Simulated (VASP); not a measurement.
Output of a VASP run:

OSZICAR:
```
...
DAV:   1     0.940775375085E+02    0.94078E+02   -0.10882E+04  1744   0.240E+03
DAV:   2    -0.201787825454E+02   -0.11426E+03   -0.11148E+03  1680   0.322E+02
DAV:   3    -0.229072726444E+02   -0.27285E+01   -0.27098E+01  2128   0.690E+01
DAV:   4    -0.229268141167E+02   -0.19541E-01   -0.19540E-01  1962   0.511E+00
DAV:   5    -0.229269899560E+02   -0.17584E-03   -0.17584E-03  2266   0.517E-01    0.158E+01
DAV:   6    -0.135299101947E+02    0.93971E+01   -0.90118E+01  1923   0.241E+02    0.130E+01
DAV:   7    -0.865875235502E+01    0.48712E+01   -0.14853E+01  2123   0.179E+02    0.367E+00
DAV:   8    -0.854787713174E+01    0.11088E+00   -0.18722E+00  2018   0.266E+01    0.158E+00
DAV:   9    -0.856039674756E+01   -0.12520E-01   -0.30664E-01  1813   0.132E+01    0.108E+00
DAV:  10    -0.853795354669E+01    0.22443E-01   -0.50965E-02  1904   0.561E+00    0.407E-01
DAV:  11    -0.853356942222E+01    0.43841E-02   -0.70027E-03  2055   0.209E+00    0.122E-01
DAV:  12    -0.853382459560E+01   -0.25517E-03   -0.55240E-03  1841   0.194E+00    0.950E-02
DAV:  13    -0.853365701317E+01    0.16758E-03   -0.67902E-04  1933   0.732E-01    0.146E-02
DAV:  14    -0.853365101995E+01    0.59932E-05   -0.21845E-05  2348   0.850E-02    0.114E-02
DAV:  15    -0.853367180775E+01   -0.20788E-04   -0.10296E-06  1330   0.225E-02    0.614E-03
DAV:  16    -0.853367623245E+01   -0.44247E-05   -0.40036E-06  1812   0.589E-02    0.196E-03
DAV:  17    -0.853367759518E+01   -0.13627E-05   -0.22928E-07   910   0.865E-03    0.191E-03
DAV:  18    -0.853367642306E+01    0.11721E-05   -0.71209E-08   896   0.626E-03    0.206E-03
DAV:  19    -0.853367225934E+01    0.41637E-05   -0.45348E-07   868   0.192E-02    0.223E-04
DAV:  20    -0.853367224870E+01    0.10643E-07   -0.16872E-08   861   0.194E-03
   1 F= -.85336722E+01 E0= -.85336153E+01  d E =-.853367E+01
       N       E                     dE             d eps       ncg     rms          rms(c)
DAV:   1    -0.853526612113E+01   -0.15939E-02   -0.21448E-02  1680   0.362E+00    0.307E-01
DAV:   2    -0.853398246483E+01    0.12837E-02   -0.12391E-02  1687   0.301E+00    0.148E-01
DAV:   3    -0.853362222183E+01    0.36024E-03   -0.34080E-03  1715   0.192E+00    0.833E-02
DAV:   4    -0.853356352255E+01    0.58699E-04   -0.17346E-04  2217   0.396E-01    0.321E-02
DAV:   5    -0.853357638301E+01   -0.12860E-04   -0.18910E-05  2691   0.797E-02    0.252E-03
DAV:   6    -0.853358104044E+01   -0.46574E-05   -0.63085E-07   884   0.200E-02    0.770E-04
DAV:   7    -0.853358217911E+01   -0.11387E-05   -0.34873E-07   861   0.989E-03    0.827E-04
DAV:   8    -0.853358238223E+01   -0.20312E-06   -0.98457E-08   861   0.724E-03
   2 F= -.85335824E+01 E0= -.85335210E+01  d E =0.898665E-04
       N       E                     dE             d eps       ncg     rms          rms(c)
DAV:   1    -0.853392601959E+01   -0.34384E-03   -0.45450E-03  1680   0.167E+00    0.141E-01
DAV:   2    -0.853386626032E+01    0.59759E-04   -0.25935E-03  1687   0.138E+00    0.675E-02
DAV:   3    -0.853368411388E+01    0.18215E-03   -0.71703E-04  1708   0.872E-01    0.386E-02
DAV:   4    -0.853365868549E+01    0.25428E-04   -0.36919E-05  2231   0.184E-01    0.148E-02
DAV:   5    -0.853363862101E+01    0.20064E-04   -0.34523E-06  1531   0.375E-02    0.117E-03
DAV:   6    -0.853363598885E+01    0.26322E-05   -0.74914E-07   954   0.167E-02    0.533E-04
DAV:   7    -0.853363644234E+01   -0.45350E-06   -0.17030E-07   861   0.636E-03
   3 F= -.85336364E+01 E0= -.85335771E+01  d E =0.358064E-04
```

OUTCAR:
```
------------------------ aborting loop because EDIFF is reached ----------------------------------------
  FORCE on cell =-STRESS in cart. coord.  units (eV):
  Direction    XX          YY          ZZ          XY          YZ          ZX
  --------------------------------------------------------------------------------------
  Total       -0.0059359     -0.0059359     -0.0059359      0.0000000     -0.0000000      0.0000000
  in kB       -0.3896747     -0.3896747     -0.3896747      0.0000000     -0.0000000      0.0000000
  external PRESSURE =      -0.3896747 kB  Pullay stress =       0.0000000 kB
  volume of cell :       24.41
      direct lattice vectors                 reciprocal lattice vectors
     2.900671156  0.000000000  0.000000000     0.344747800 -0.000000000  0.000000000
     0.000000000  2.900671156  0.000000000     0.000000000  0.344747800 -0.000000000
    -0.000000000  0.000000000  2.900671156    -0.000000000 -0.000000000  0.344747800
 POSITION                                       TOTAL-FORCE (eV/Angst)
 -----------------------------------------------------------------------------------
      1.45034      1.45034      1.45034        -0.000000      0.000000      0.000000
      0.00000      0.00000      0.00000         0.000000     -0.000000      0.000000
 -----------------------------------------------------------------------------------
    total drift:                                0.000000      0.000000     -0.000000
  FREE ENERGIE OF THE ION-ELECTRON SYSTEM (eV)
  ---------------------------------------------------
  free  energy   TOTEN  =        -8.5336364423 eV

  energy  without entropy=       -8.5334583899  energy(sigma->0) =       -8.53357709

 reached required accuracy - stopping structural energy minimisation
```
(Selected blocks of OUTCAR.)

### POSCAR
```
CuZn
1
    2.9016879591    -0.0000000000    -0.0000000000
   -0.0000000000     2.9016879591    -0.0000000000
   -0.0000000000     0.0000000000     2.9016879591
Zn Cu
1 1
Direct
  0.5000000000   0.5000000000   0.5000000000
  0.0000000000   0.0000000000   0.0000000000
```

Q: Write an INCAR and KPOINTS that could have produced this output.

A: This is not unique; one that fits is the input of the run itself, MS2 meta-GGA, plane waves, VASP's PBE PAW potentials (set 64).

**INCAR**
```
EDIFF = 1E-6   ! SCF stop (eV)
NSW = 60   ! most ionic steps
EDIFFG = -0.01
SIGMA = 0.1
LMAXMIX = 4   ! l cut-off of mixed one-centre charges
LWAVE = .False.
ISIF = 3   ! ions, shape and volume
ISMEAR = 1
LASPH = .True.   ! aspherical one-centre terms
LMIXTAU = .True.
LREAL = .False.
NELM = 100   ! most electronic steps
METAGGA = MS2
IBRION = 2   ! conjugate gradients
PREC = Accurate
ALGO = Normal
LCHARG = .False.
ENCUT = 520
SYSTEM = CuZn
```

File KPOINTS:
```
Automatic mesh
0
Gamma
11 11 11
0 0 0
```

POTCAR, in this order: Zn Cu (PBE.64 set). Program: vasp_std.

The compound is CuZn in the CsCl type structure. This run relaxes it. Symmetry was kept, so distortions that lower it aren't found. The start is the result of an earlier pass. The electron count is odd and the run is not spin-polarised, which forces a metal.
